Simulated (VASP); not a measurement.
Here is a VASP 6.6.1 calculation.

File INCAR:

```
PREC = Accurate
ENCUT = 600
EDIFF = 1E-7
ISMEAR = 1
SIGMA = 0.1
LREAL = F
LASPH = T
NELM = 80
ALGO = Normal
ISIF = 2
LWAVE = F
LCHARG = F
GGA = PE
IVDW = 12
IBRION = 2
NSW = 40
EDIFFG = -0.01
```

Contents of KPOINTS:

```
regular mesh
0
Gamma
  16 16 16
```

Contents of POSCAR:

```
Al                                      
1.0
    0.0000000000      2.0044248281      2.0044248281
    2.0044248281      0.0000000000      2.0044248281
    2.0044248281      2.0044248281      0.0000000000
  Al            
     1
Direct
     0.0000000000000000    0.0000000000000000    0.0000000000000000
```

Potentials or basis: VASP PAW PBE potentials, release 64 (Al).

The run is started by

```bash
$ cat potpaw_PBE.64/Al/POTCAR > POTCAR
$ mpirun -np 1 vasp_std > vasp.out
```

Problem. Estimate the band gap on the k mesh.

Solution. None (metal or under the smearing width).

Problem. Estimate the dispersion energy per atom.

Solution. -0.345 eV.

Final structure:
```cif
data_structure
_symmetry_space_group_name_H-M 'P 1'
_symmetry_Int_Tables_number 1
_cell_length_a 2.8347
_cell_length_b 2.8347
_cell_length_c 2.8347
_cell_angle_alpha 60.000
_cell_angle_beta 60.000
_cell_angle_gamma 60.000
_cell_volume 16.11
loop_
_atom_site_label
_atom_site_type_symbol
_atom_site_fract_x
_atom_site_fract_y
_atom_site_fract_z
_atom_site_occupancy
Al1 Al 0.00000 0.00000 0.00000 1
```

Caveat: the relaxation stopped at its first step, so nothing moved.
